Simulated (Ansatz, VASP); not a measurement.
**Cross-check of PtS2 (1T-PtS2 3 layers, AA) between VASP and Ansatz**

Wanted: the spread between two codes on one cell, functional and k mesh. The structure shown is the start of the Ansatz relaxation below; VASP solves that cell, so the two are compared at the walk's first step.

Main program and level: Ansatz 0.2.0; plane waves, with VASP 6.6.1 beside it; single point at PBE with D3(BJ).

### Step 1. The structure

The cell holds 9 atoms: 6 S and 3 Pt. Its edges and angles: a = 3.570 Å, b = 3.570 Å, c = 55.042 Å, α = 90.0°, β = 90.0°, γ = 120.0°. Vacuum lies along c.

### Step 2. Ansatz: relaxation, PBE with D3(BJ)

Ansatz runs on its default PAW (the set named soft_2) files.

The two programs are compared at the cell with which this relaxation starts, whose forces are those of its first step.

The input, input.yaml:

```yaml
crystal:
  lattice:
    - [3.57, 0.0, 0.0]
    - [-1.785, 3.0917106915, 0.0]
    - [0.0, 0.0, 55.0422591826]
  atoms:
    - { symbol: S, position: [0.6666666667, 0.3333333333, 0.390608967] }
    - { symbol: Pt, position: [0.0, 0.0, 0.4089047858] }
    - { symbol: S, position: [0.3333333333, 0.6666666667, 0.4272006045] }
    - { symbol: S, position: [0.6666666667, 0.3333333333, 0.4817041813] }
    - { symbol: Pt, position: [0.0, 0.0, 0.5] }
    - { symbol: S, position: [0.3333333333, 0.6666666667, 0.5182958187] }
    - { symbol: S, position: [0.6666666667, 0.3333333333, 0.5727993955] }
    - { symbol: Pt, position: [0.0, 0.0, 0.5910952142] }
    - { symbol: S, position: [0.3333333333, 0.6666666667, 0.609391033] }
  periodic: [true, true, false]
kpoints:
  mp_grid: { grid: [12, 12, 1] }
hamiltonian:
  xc: pbe
  dispersion: d3bj
scf:
  occupations: { method: fermi_dirac, width: 0.05 }
  convergence: { dr2_threshold: 1.0e-09 }
relax:
  f_tol: 0.004
  max_steps: 90
  cell: {}
output:
  write_potential: true
  write_density: true
  volumetric_format: npy
```

Started as:

```
$ ansatz run input.yaml --threads 4 --pin off --max-ram 8192MiB --backend cpu --events-out ev --progress --plain --runs-dir out
```

Numbers of over 12 decimals in the logs are rounded to 6 here.

The log of the run:

```text
Warning: relax.cell: scf.convergence.dr2_threshold = 1e-9 eV is looser than the 1.85238092456e-10 eV advised for a relaxation that steers and ends on the stress (1e-10 eV for each atom of the cell: 9, times the square of relax.cell.stress_2d_tol = 0.05 N/m over 22.0 Å (the atoms' height at the walk's start and 5 Å past either face), 2.268e-2 GPa, over a crystal's default 0.05). What an SCF threshold leaves in a stress goes as its square root, and in the free energy as the threshold itself, and one threshold admits the most on a small cell: [figures from the program's tests cut] Set scf.convergence.dr2_threshold to 1.85238092456e-10 eV or tighter. [rest of the remark cut]
Engine: ansatz 0.2.0, x86_64-unknown-linux-gnu
Pseudopotentials: kind: paw
Pseudopotential: S, paw, valence charge 6, recommended cutoff 420 eV (normal), S.paw.azcp
Pseudopotential: Pt, paw, valence charge 18, recommended cutoff 420 eV (normal), Pt.paw.azcp
Functional definition: PBE
  parameter kappa = 0.804
  parameter beta = 0.066725
  exchange = pbe_x(kappa = kappa, mu = beta*pi^2/3)
  correlation = pbe_c(beta = beta)
Crystal: 9 atoms, lattice volume = 607.524 Å³
Basis set: ecut = 420 eV, 11709 PW (Γ), exchange–correlation on 48×48×750 points (8 copies of the dense FFT grid, shifted against one another)
Bands: 54, of which v1, the nominal top of the filled ones, is band 45 counted from 1 (44 counted from 0)
Symmetry: 12 space group operations
Space group: P-3m1 (ITA 164), of the structure as read, at distance tolerance 8.5e-5 Å
k-points: 19 of 144
Non-local potential: S, projectors of the file, l = 0: 2, l = 1: 2, l = 2: 2
Non-local potential: Pt, projectors of the file, l = 0: 3, l = 1: 2, l = 2: 2, l = 3: 1
PAW form: soft (Blöchl's): semilocal exchange-correlation on the pseudo side does not see the compensation charge
PAW one-centre angular grid: S, 110 points (default); XC on 64 Gauss nodes
PAW one-centre angular grid: Pt, 590 points (default); XC on 64 Gauss nodes
Initial density: superposition of atomic densities (neutral atoms: chi_scale 0, normalization atom), corrected by the library's trained network
Initial wavefunctions: pseudopotential atomic-orbital guess
Functional: x = pbe(κ = 0.804, μ = 0.219515), c = pbe(β = 0.066725)
SCF iter   1: F=—  HF=-42986.002049 eV  |F-HF|=—  |Δ(HF+E_count)|=         —  Δρ=2.36e-3  dr2=6.39e-2  ethr=1.77e-3  ⟨swp⟩=19.8  Hψ=8269  notcnv=0
preconditioner: auto → Resta (q_TF=auto, 1.985 Å⁻¹)  ε∞=2.7  [insulator: Δε(μ)=1.132 eV  Ē_g=9.355 eV  σ=0.050 eV  W_gap=1.00  n_scr=34 (ndim 8)  ℏωp=12.2 eV  f_vac=0.718  D(μ)=0.00/eV (n_scr^D=0)  ε∞_Penn≈2.7  vacuum switching on, ρ_ref=6.3e-3 e/Å³]
SCF iter   2: F=—  HF=-42985.988786 eV  |F-HF|=—  |Δ(HF+E_count)|=   1.33e-2  Δρ=1.20e-3  dr2=9.01e-3  ethr=7.10e-5  ⟨swp⟩=3.9  Hψ=2690  notcnv=0  defer=39
SCF iter   3: F=—  HF=-42985.988858 eV  |F-HF|=—  |Δ(HF+E_count)|=   7.20e-5  Δρ=5.43e-4  dr2=3.57e-3  ethr=1.00e-5  ⟨swp⟩=2.9  Hψ=2183  notcnv=0  defer=39
SCF iter   4: F=—  HF=-42985.988819 eV  |F-HF|=—  |Δ(HF+E_count)|=   3.86e-5  Δρ=2.19e-4  dr2=5.02e-4  ethr=3.97e-6  ⟨swp⟩=2.6  Hψ=1690  notcnv=0  defer=39
SCF iter   5: F=—  HF=-42985.988906 eV  |F-HF|=—  |Δ(HF+E_count)|=   8.65e-5  Δρ=1.26e-4  dr2=2.44e-4  ethr=5.57e-7  ⟨swp⟩=3.4  Hψ=2052  notcnv=0  defer=39
SCF iter   6: F=—  HF=-42985.988896 eV  |F-HF|=—  |Δ(HF+E_count)|=   9.27e-6  Δρ=2.87e-5  dr2=1.03e-5  ethr=2.71e-7  ⟨swp⟩=3.2  Hψ=1793  notcnv=0  defer=39
SCF iter   7: F=—  HF=-42985.988798 eV  |F-HF|=—  |Δ(HF+E_count)|=   9.87e-5  Δρ=7.26e-6  dr2=4.80e-7  ethr=1.14e-8  ⟨swp⟩=3.5  Hψ=2334  notcnv=0  defer=39
SCF iter   8: F=—  HF=-42985.988733 eV  |F-HF|=—  |Δ(HF+E_count)|=   6.49e-5  Δρ=2.85e-6  dr2=5.86e-8  ethr=5.33e-10  ⟨swp⟩=3.2  Hψ=2366  notcnv=0  defer=39
SCF iter   9: F=—  HF=-42985.988733 eV  |F-HF|=—  |Δ(HF+E_count)|=  4.22e-10  Δρ=1.58e-6  dr2=1.87e-8  ethr=6.51e-11  ⟨swp⟩=3.3  Hψ=2430  notcnv=0  defer=39
SCF iter  10: F=—  HF=-42985.988733 eV  |F-HF|=—  |Δ(HF+E_count)|=  3.71e-10  Δρ=4.22e-7  dr2=1.09e-9  ethr=2.08e-11  ⟨swp⟩=2.7  Hψ=1851  notcnv=0  defer=39
SCF iter  11: F=-42985.988733 eV  HF=-42985.988733 eV  |F-HF|=1.24e-10  |Δ(HF+E_count)|=   1.03e-9  Δρ=1.17e-7  dr2=9.86e-11  ethr=1.11e-12  ⟨swp⟩=11.9  Hψ=8652  notcnv=0
SCF 1 converged in 11 iterations: F = -42985.988733 eV  dr2 = 9.86e-11
[...]
eigensolver tolerance schedule: the retry pair's looser diagonalisation over-reported the residual by 20971.40 of it (diagonalisation noise at 1.87 of the residual, at the tolerance the schedule requests for it); recorded, not acted on — ethr = c·dr2/N_el stays at c = 1.0e-1
preconditioner: auto → Resta (q_TF=auto, 1.985 Å⁻¹)  ε∞=3.0  [insulator: Δε(μ)=0.633 eV  Ē_g=8.587 eV  σ=0.050 eV  W_gap=1.00  n_scr=34 (ndim 8)  ℏωp=12.2 eV  f_vac=0.722  D(μ)=0.01/eV (n_scr^D=0)  ε∞_Penn≈3.0  vacuum switching on, ρ_ref=5.3e-3 e/Å³]
SCF iter   2: F=—  HF=-42987.968339 eV  |F-HF|=—  |Δ(HF+E_count)|=   6.25e-5  Δρ=8.56e-7  dr2=1.70e-9  ethr=4.59e-12  ⟨swp⟩=6.2  Hψ=4747  notcnv=0
SCF iter   3: F=-42987.968339 eV  HF=-42987.968339 eV  |F-HF|=6.55e-11  |Δ(HF+E_count)|=  3.42e-10  Δρ=5.54e-7  dr2=6.47e-10  ethr=1.11e-12  ⟨swp⟩=19.7  Hψ=9073  notcnv=0
SCF 7 converged in 3 iterations: F = -42987.968339 eV  dr2 = 6.47e-10
relax step   7: F+E_penalty+E_count = -42987.96833945 eV  Δ(F+E_penalty+E_count) = +3.373e-5 eV  max|allowed force component| = 2.073e-3 eV/Å  Δτ_max = 0.0000 Å  P = -0.026 N/m  Ω = 606.820 Å³  fix = [c, alpha, beta]  reactions: c -0.000 N/m  stress off target by 2.64e-2 N/m on what of the cell is left free  SCF on the basis re-selected at this cell (its energy is not comparable with the rows above)  (3 SCF iters)
basis re-selected at this cell: Δ(F+E_penalty+E_count) = +3.373e-5 eV, ΔP = -0.012 N/m vs the last step (what re-selecting the basis moved, of the pressure what is left beyond the Pulay correction that the steps carried, after the strain that the cell walked since its last selection, with what the two solves' SCF thresholds leave and, on support functions, any second-order correction that the steps lacked; it is no m [...]
WARN: The output density's exchange-correlation potential varies sharply where the density is thin. Do not read a vacuum level from v_tot or v_xc, or from such a field of the output density. On a cell that repeats whose density bears no net charge and no dipole along the vacuum's axis use v_es (v_loc + v_h of the components); under efield.dipole_correction with no amplitude use v_es + v_field, which holds any externa [...]
SCF converged after 3 iterations
Free energy (F): -42987.968339 eV
Harris-Foulkes:  -42987.968339 eV  (|F-HF|=6.55e-11)
Internal energy: -42987.968094 eV  (E = F + TS)
E sigma→0 (E₀):  -42987.968217 eV
Entropy (-TS):   -0.000246 eV (-0.027 meV/atom)
Fermi energy:    -5.121193 eV
--- Per-component energies (eV) ---
  E_band       = -2432.579903
  E_kinetic    = 2551.497975
  E_local      = -619389.093786  (includes V_loc(G=0)·N_el)
  E_nonlocal   = 765.912243
  E_hartree    = 307983.059060
  E_xc         = -1368.416550
  E_vxc        = -1433.920944  (∫ρ·V_xc dr)
  E_paw        = -31961.660510  (= ΣΔE_a)
  E_vpaw       = -893.094253  (= ΣTr[D̂ρ^β])
  E_aug_tail   = 0.000567  (compensation charges beyond the density's cutoff)
  E_ewald      = 298434.206280
  E_disp       = -3.473373  (pairwise vdW)
  E_smearing   = -0.000246  (= −TS)
  E_closure    = -0.000000  (closes the sum)
  Σ components = -42987.968339   (vs F -42987.968339, Δ=0.00e0)
--- Forces (eV/Å), atoms counted from 1 ---
  atom   1  S     -0.00000000    -0.00000000    -0.00101726
  atom   2  Pt     0.00000000     0.00000000     0.00084047
  atom   3  S      0.00000000     0.00000000     0.00128984
  atom   4  S      0.00000000    -0.00000000    -0.00207264
  atom   5  Pt     0.00000000     0.00000000     0.00000000
  atom   6  S      0.00000000     0.00000000     0.00207264
  atom   7  S     -0.00000000    -0.00000000    -0.00128984
  atom   8  Pt     0.00000000    -0.00000000    -0.00084047
  atom   9  S      0.00000000     0.00000000     0.00101726
  max |Σ_I F_I| component: 1.04e-17 eV/Å
--- 2D stress c σ (N/m, compression-positive) ---
       -0.026364      -0.000000       0.000000
       -0.000000      -0.026364      -0.000000
        0.000000      -0.000000      -0.000000
  P = ½ c Tr σ = -0.0264 N/m
--- Band table (eV; the first three rows and the last of 19) ---
  k-point 0: bands = [... 41 lower, -6.6411, -6.6411, -6.1973, -5.4570, -3.6377, -3.6377, -3.2365, -3.2365, ... 5 higher]
  k-point 1: bands = [... 41 lower, -6.5959, -6.5710, -5.7700, -5.4148, -3.9393, -3.7790, -3.6420, -3.3456, ... 5 higher]
  k-point 2: bands = [... 41 lower, -6.5556, -6.5436, -5.9306, -5.5076, -4.2697, -4.1477, -4.0268, -3.9458, ... 5 higher]
  k-point 18: bands = [... 41 lower, -7.2168, -7.2168, -6.9710, -6.9710, -4.6963, -4.6963, -4.0848, -4.0848, ... 5 higher]
  the weakly bound empty levels are not read free of the cell's end (no_gap_told)
--- Relaxed structure (6 steps of the walk, 6 accepted, 1 SCFs on fresh bases) ---
  F+E_penalty+E_count = -42987.96833945 eV   max|allowed force component| = 2.073e-3 eV/Å   (the final SCF, on the basis selected at the relaxed cell)
  cell:  # Å, volume = 606.8195 Å³
    - [3.567930, 0.0, 0]
    - [-1.783965, 3.089918, 0]
    - [0, 0, 55.0422591826]
  atoms:
    - { symbol: S, position: [0.666667, 0.333333, 0.391793] }
    - { symbol: Pt, position: [0, 0, 0.414274] }
    - { symbol: S, position: [0.333333, 0.666667, 0.436169] }
    - { symbol: S, position: [0.666667, 0.333333, 0.477930] }
    - { symbol: Pt, position: [0, 0, 0.500000] }
    - { symbol: S, position: [0.333333, 0.666667, 0.522070] }
    - { symbol: S, position: [0.666667, 0.333333, 0.563831] }
    - { symbol: Pt, position: [0, 0, 0.585726] }
    - { symbol: S, position: [0.333333, 0.666667, 0.608207] }
```

[end of part 1 of 2]

[Lines on the potential files, build, host, timing and source positions are cut from VASP's logs without a mark.]

[Logs are printed without paths, hosts, clocks, repeated set-up lines and the standing remarks that a program may print on its own settings, such as how far it seeks lower states.]

[Hosts, paths, dates, database ids (printed as entryN), source tags and the programs' standing remarks are cut or masked in the printed files.]
